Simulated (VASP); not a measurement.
# ZnPbO2 (P-6m2) in VASP: notebook

The runs below take ZnPbO2 through single point, with PBE.

All numbers are computed with VASP 6.6.1; they aren't measurements. Logs are shortened: lines on timing, memory, paths and dates and some standing lists are left out, and cuts for length are marked.

### Step 1. The structure

It takes space group P-6m2 (No. 187, hexagonal). The conventional cell has a = 3.219 Å, b = 3.219 Å, c = 6.698 Å, α = 90.00°, β = 90.00°, γ = 120.00°. Zn (site symmetry -6m2) is surrounded by 6 O at 2.18 Å. Pb (site symmetry -6m2) is surrounded by 2 O at 2.22 Å. Around O (site symmetry 3m) lie 3 Zn at 2.18 Å and 1 Pb at 2.22 Å and 1 O at 2.26 Å.

The cell was built by a generator and needn't be a form met in nature.

### Step 2. Single point, PBE

File INCAR:

```
SYSTEM = ZnPbO2
ALGO     = Fast           ! electronic algorithm
EDIFF    = 1E-6           ! SCF threshold, eV
ENCUT    = 520            ! plane-wave cutoff, eV
GGA      = PE             ! functional
ISIF     = 2              ! what is computed and relaxed
ISMEAR   = 0              ! smearing method
LASPH    = .TRUE.         ! aspherical terms in the spheres
LCHARG   = .TRUE.         ! write CHGCAR
LELF     = .TRUE.         ! ELF
LREAL    = .FALSE.        ! projectors in reciprocal space
LVHAR    = .TRUE.       
LWAVE    = .FALSE.        ! write WAVECAR
NBANDS   = 27             ! bands
NELM     = 100            ! most SCF steps
PREC     = Accurate       ! precision mode
SIGMA    = 0.1            ! smearing width, eV
```

File KPOINTS:

```
k-points
0
G
  18 18 8
  0 0 0
```

File POSCAR:

```
ZnPbO2
1.0
    3.2192254601      0.0000000000      0.0000000000
   -1.6096127300      2.7879310290      0.0000000000
    0.0000000000      0.0000000000      6.6982470180
Zn Pb O
1 1 2
Direct
    0.3333333333      0.6666666667      0.5000000000
    0.0000000000      0.0000000000      0.0000000000
    0.0000000000      0.0000000000      0.3311451287
    0.0000000000      0.0000000000      0.6688548713
```

Potentials or basis: VASP PAW PBE potentials, release 64 (Zn, Pb_d, O).

Command:

```
$ cat potpaw_PBE.64/Zn/POTCAR potpaw_PBE.64/Pb_d/POTCAR potpaw_PBE.64/O/POTCAR > POTCAR
$ mpirun -np 1 vasp_std > vasp.out
```

OUTCAR:

```text
SYSTEM = ZnPbO2
   EDIFF = 1E-6
   ENCUT = 520
   GGA = PE
   ISIF = 2
   ISMEAR = 0
   LASPH = .TRUE.
   LREAL = .FALSE.
   NELM = 100
   PREC = Accurate

 ion  position               nearest neighbor table
   1  0.333  0.667  0.500-   3 2.18   4 2.18   3 2.18   4 2.18   3 2.18   4 2.18
   2  0.000  0.000  0.000-   3 2.22   4 2.22
   3  0.000  0.000  0.331-   1 2.18   1 2.18   1 2.18   2 2.22
   4  0.000  0.000  0.669-   1 2.18   1 2.18   1 2.18   2 2.22

  LATTYP: Found a hexagonal cell.
 ALAT       =     3.2192254601
 C/A-ratio  =     2.0807014299

  Lattice vectors:

 A1 = (   3.2192254601,   0.0000000000,   0.0000000000)
 A2 = (  -1.6096127300,   2.7879310290,   0.0000000000)
 A3 = (   0.0000000000,   0.0000000000,   6.6982470180)

Analysis of symmetry for initial positions (statically):
=====================================================================
 Subroutine PRICEL returns:
 Original cell was already a primitive cell.

 Routine SETGRP: Setting up the symmetry group for a
 hexagonal supercell.

 Subroutine GETGRP returns: Found 12 space group operations
 (whereof 12 operations were pure point group operations)
 out of a pool of 24 trial point group operations.

The static configuration has the point symmetry D_3h.

Analysis of symmetry for dynamics (positions and initial velocities):
=====================================================================
 Subroutine PRICEL returns:
 Original cell was already a primitive cell.

 Routine SETGRP: Setting up the symmetry group for a
 hexagonal supercell.

 Subroutine GETGRP returns: Found 12 space group operations
 (whereof 12 operations were pure point group operations)
 out of a pool of 24 trial point group operations.

The dynamic configuration has the point symmetry D_3h.

 Subroutine INISYM returns: Found 12 space group operations
 (whereof 12 operations are pure point group operations),
 and found     1 'primitive' translations

----------------------------------------------------------------------------------------

                                     Primitive cell

  volume of cell :      60.1166

  direct lattice vectors                    reciprocal lattice vectors
     3.219225460  0.000000000  0.000000000     0.310633726  0.179344465  0.000000000
[... 84 lines left out ...]
   ISPIN  =      1    spin polarized calculation?
   LNONCOLLINEAR =      F non collinear calculations
   LSORBIT =      F    spin-orbit coupling
   LASPH  =      T    aspherical Exc in radial PAW
   ENCUT  =  520.0 eV  38.22 Ry    6.18 a.u.   5.99  5.99 12.45*2*pi/ulx,y,z
   NELM   =    100;   NELMIN=  2; NELMDL= -5     # of ELM steps
   EDIFF  = 0.1E-05   stopping-criterion for ELM
   LREAL  =      F    real-space projection
   EDIFFG = 0.1E-04   stopping-criterion for IOM
   NSW    =      0    number of steps for IOM
   IBRION =     -1    ionic relax: 0-MD 1-quasi-New 2-CG
   NFREE  =      0    steps in history (QN), initial steepest desc. (CG)
   ISIF   =      2    stress and relaxation
   ISYM   =      2    0-nonsym 1-usesym 2-fastsym
   POTIM  = 0.5000    time-step for ionic-motion
   TEBEG  =    0.0;   TEEND  =   0.0 temperature during run
   PSTRESS=    0.0 pullay stress
   NELECT =      38.0000    total number of electrons
   NUPDOWN=      -1.0000    fix difference up-down
   EMIN   =  10.00;   EMAX   =-10.00  energy-range for DOS
   EFERMI =   0.00;   METHOD = LEGACY
   ISMEAR =     0;   SIGMA  =   0.10  broadening in eV -4-tet -1-fermi 0-gaus
   EFERMI_NEDOS =   21; number of points for ismear=-14 and -15
   IALGO  =     68    algorithm
   IMIX   =      4    mixing-type and parameters
     AMIX     =   0.40;   BMIX     =  1.00
     AMIX_MAG =   1.60;   BMIX_MAG =  1.00
  volume/ion in A,a.u.               =      15.03       101.42
  Fermi-wavevector in a.u.,A,eV,Ry     =   1.404983  2.655034 26.857603  1.973978
  Thomas-Fermi vector in A             =   2.527490
   LORBIT       =      0    0 simple, 1 ext, 2 COOP (PROOUT), +10 PAW based schemes
   GGA     = PE    functional components
   LHFCALC =     F    Hartree Fock is set to
   AEXX    =    0.0000 exact exchange contribution
   IVDW    =     0    specifies the selected vdW correction
   LEPSILON=     F    determine dielectric tensor
   LRPA    =     F    only Hartree local field effects (RPA)
 non-spin polarized calculation
 RMM-DIIS sequential band-by-band and
 Gauss-broadening in eV      SIGMA  =   0.10
  energy-cutoff  :      520.00
  volume of cell :       60.12
 maximum number of plane-waves:      1647
 NGX is ok and might be reduce to    24
   NGX = 11   NGY = 11   NGZ = 25

 number of electron      38.0000017 magnetization

 Free energy of the ion-electron system (eV)
  ---------------------------------------------------
  ext. energy  EPLUGINS =         0.00000000
  ---------------------------------------------------
  free energy    TOTEN  =       -17.20882203 eV

  energy without entropy =      -17.20342087  energy(sigma->0) =      -17.20612145

 E-fermi :   4.0724     XC(G=0): -10.7354

 val. band max:        4.0528569083   @ k =   0.3333   0.3333   0.2500
 cond. band min:       4.1019496082   @ k =   0.2778   0.0556   0.3750
 fundamental gap:      0.0490926999
 Fermi energy:         4.0723959429

 k-point     1 :       0.0000    0.0000    0.0000
  band No.  band energies     occupation
      1     -14.3460      2.00000
      2     -12.6809      2.00000
      3     -12.6731      2.00000
      4     -12.6731      2.00000
      5     -12.2397      2.00000
      6     -12.1963      2.00000
[... 709 lines left out ...]
     26      15.8100      0.00000
     27      16.6342      0.00000

 [... further k-points ...]
[... 5 lines left out ...]
  --------------------------------------------------------------------------------------
  -------------------------------------------------------------------------------------
  Total        0.0779135      0.0779135      0.1735962      0.0000000      0.0000000      0.0000000
  in kB        2.0764842      2.0764842      4.6265377      0.0000000      0.0000000      0.0000000
  external PRESSURE =       2.9265020 kB  Pullay stress =       0.0000000 kB

 VOLUME and BASIS-vectors are now :
 -----------------------------------------------------------------------------
  energy-cutoff  :      520.00
  volume of cell :       60.12
      direct lattice vectors                 reciprocal lattice vectors
     3.219225460  0.000000000  0.000000000     0.310633726  0.179344465  0.000000000
    -1.609612730  2.787931029  0.000000000     0.000000000  0.358688931  0.000000000
     0.000000000  0.000000000  6.698247018     0.000000000  0.000000000  0.149292792

 POSITION                                       TOTAL-FORCE (eV/Angst)
 -----------------------------------------------------------------------------------
     -0.00000      1.85862      3.34912         0.000000      0.000000      0.000000
      0.00000      0.00000      0.00000        -0.000000      0.000000      0.000000
      0.00000      0.00000      2.21809        -0.000000     -0.000000     -0.002196
      0.00000      0.00000      4.48016        -0.000000     -0.000000      0.002196
 -----------------------------------------------------------------------------------
    total drift:                                0.000001     -0.000001     -0.000000

  FREE ENERGIE OF THE ION-ELECTRON SYSTEM (eV)
  ---------------------------------------------------
  free  energy   TOTEN  =       -17.2088220266 eV

  energy  without entropy=      -17.2034208697  energy(sigma->0) =      -17.20612145
```

It took 3.5 min on 1 thread of Intel Xeon Platinum 8488C (Sapphire Rapids), shared host; peak memory 0.4 GiB.

What came out:

- Free energy: -17.2088 eV
- Pressure: 0.3 GPa
- Band gap on the k mesh: none (metal or under the smearing width)

Forces in eV/Å, atoms in the order of the input:
```
Zn   0.000  0.000  0.000
Pb   0.000  0.000  0.000
O    0.000  0.000 -0.002
O    0.000  0.000  0.002
```

Stress tensor (GPa, compression positive):
```
0.21 0.00 0.00
0.00 0.21 0.00
0.00 0.00 0.46
```

### Step 3. Single point, PBE

This run uses another cell than the first one, of 14.71 Å³/atom, 0.979 times its volume.

File INCAR:

```
SYSTEM = ZnPbO2
PREC     = Accurate       ! precision mode
ENCUT    = 520            ! plane-wave cutoff, eV
EDIFF    = 1E-7           ! SCF threshold, eV
ISMEAR   = 0              ! smearing method
SIGMA    = 0.1            ! smearing width, eV
LREAL    = .FALSE.        ! projectors in reciprocal space
LASPH    = .TRUE.         ! aspherical terms in the spheres
NELM     = 100            ! most SCF steps
ALGO     = Fast           ! electronic algorithm
ISIF     = 2              ! what is computed and relaxed
LWAVE    = .FALSE.        ! write WAVECAR
LCHARG   = .FALSE.        ! write CHGCAR
GGA      = PE             ! functional
NBANDS   = 27             ! bands
```

File KPOINTS:

```
Automatic mesh
0
G
  6 6 4
  0 0 0
```

File POSCAR:

```
ZnPbO2
1.0
    3.2123959200      0.0000000000      0.0000000000
   -1.6061979600      2.7820164700      0.0000000000
    0.0000000000      0.0000000000      6.5859418200
Zn Pb O
1 1 2
Direct
    0.3333333300      0.6666666700      0.5000000000
    0.0000000000      0.0000000000      0.0000000000
    0.0000000000      0.0000000000      0.3329775700
    0.0000000000      0.0000000000      0.6670224300
```

Potentials or basis: VASP PAW PBE potentials, release 64 (Zn, Pb_d, O).

Command:

```
$ cat potpaw_PBE.64/Zn/POTCAR potpaw_PBE.64/Pb_d/POTCAR potpaw_PBE.64/O/POTCAR > POTCAR
$ mpirun -np 1 vasp_std > vasp.out
```

Wall time 47 s (1 thread of Intel Xeon Platinum 8488C (Sapphire Rapids), shared host); peak memory 0.18 GiB.

The run converged. Its results:

| Quantity | Value |
| --- | --- |
| Free energy | -17.1682 eV |
| Pressure | 3.3 GPa |
| Largest force | 0.183 eV/Å |
| Band gap on the k mesh | none (metal or under the smearing width) |

Forces on the atoms (eV/Å):
```
Zn   0.000  0.000  0.000
Pb   0.000  0.000  0.000
O    0.000  0.000 -0.183
O    0.000  0.000  0.183
```

Stress tensor (GPa, compression positive):
```
1.23 0.00 0.00
0.00 1.23 0.00
0.00 0.00 7.37
```

Levels at points of the mesh, in eV from the Fermi level:
```tsv
k point	band 17	band 18	band 19	band 20	band 21	band 22
(0.00, 0.00, 0.00)	-1.31	-0.76	-0.76	2.89	3.43	9.48
(0.50, 0.00, 0.00)	-2.27	-1.75	-1.50	-0.72	5.83	6.25
(0.00, 0.00, 0.50)	-0.89	-0.89	0.28	1.02	5.52	6.89
(0.50, 0.00, 0.50)	-2.36	-1.29	-0.91	1.13	5.28	5.96
```

Caveat: the k mesh is coarse (spacing up to 0.38 Å⁻¹), so the values aren't converged.

### Step 4. Single point, PBE

File INCAR:

```
PREC = Accurate
ENCUT = 520
EDIFF = 1E-7
ISMEAR = 0
SIGMA = 0.1
LREAL = F
LASPH = T
NELM = 100
ALGO = Fast
ISIF = 2
LWAVE = F
LCHARG = F
GGA = PE
NBANDS = 27
```

File KPOINTS:

```
Automatic mesh
0
Gamma
  18 18 8
```

File POSCAR:

```
ZnPbO2
1.0
    3.2192254601      0.0000000000      0.0000000000
   -1.6096127300      2.7879310290      0.0000000000
    0.0000000000      0.0000000000      6.6982470180
Zn Pb O
1 1 2
Direct
    0.3333333333      0.6666666667      0.5000000000
    0.0000000000      0.0000000000      0.0000000000
    0.0000000000      0.0000000000      0.3311451287
    0.0000000000      0.0000000000      0.6688548713
```

Command:

```
$ cat potpaw_PBE.64/Zn/POTCAR potpaw_PBE.64/Pb_d/POTCAR potpaw_PBE.64/O/POTCAR > POTCAR
$ mpirun -np 1 vasp_std > vasp.out
```

Wall time 4.2 min (1 thread of Intel Xeon Platinum 8488C (Sapphire Rapids), shared host); peak memory 0.4 GiB.

Results (log left out):

```
Free energy            : -17.2088 eV
Pressure               : 0.3 GPa
Band gap on the k mesh : none (metal or under the smearing width)
```

Stress tensor (GPa, compression positive):
```
0.19 0.00 0.00
0.00 0.19 0.00
0.00 0.00 0.45
```

Levels at points of the mesh, in eV from the Fermi level:
| k point | band 16 | band 17 | band 18 | band 19 | band 20 | band 21 | band 22 | band 23 |
| --- | --- | --- | --- | --- | --- | --- | --- | --- |
| (0.00, 0.00, 0.00) | -1.04 | -1.04 | -0.54 | -0.54 | 3.07 | 3.50 | 9.42 | 10.23 |
| (0.50, 0.00, 0.00) | -2.20 | -2.16 | -1.64 | -1.42 | -0.52 | 5.83 | 6.34 | 7.26 |
| (0.00, 0.00, 0.50) | -0.94 | -0.66 | -0.66 | 0.26 | 1.12 | 5.54 | 7.02 | 10.33 |
| (0.50, 0.00, 0.50) | -3.65 | -2.03 | -1.21 | -0.70 | 1.09 | 5.37 | 5.95 | 7.06 |

### Step 5. Summary

| cell | k mesh | further INCAR settings | mesh quality | gap on the mesh (eV) | pressure (GPa) |
| --- | --- | --- | --- | --- | --- |
| P-6m2, 15.03 Å³/atom | 18 × 18 × 8 | ALGO = Fast; EDIFF = 1e-06; NBANDS = 27 | not flagged | none | 0.3 |
| P-6m2, 14.71 Å³/atom | 6 × 6 × 4 | ALGO = Fast; EDIFF = 1e-07; NBANDS = 27 | coarse | none | 3.3 |
| P-6m2, 15.03 Å³/atom | 18 × 18 × 8 | ALGO = Fast; EDIFF = 1e-07; NBANDS = 27 | not flagged | none | 0.3 |

Alike in all rows: task single point; level PBE; potentials or basis VASP PAW PBE potentials, release 64 (Zn, Pb_d, O); no spin polarisation; cutoff (eV) 520; smearing gaussian 0.1 eV.

Caveats: some runs use coarse meshes.

Total energies depend on the potentials used, so only differences within one code and one set of settings carry meaning.
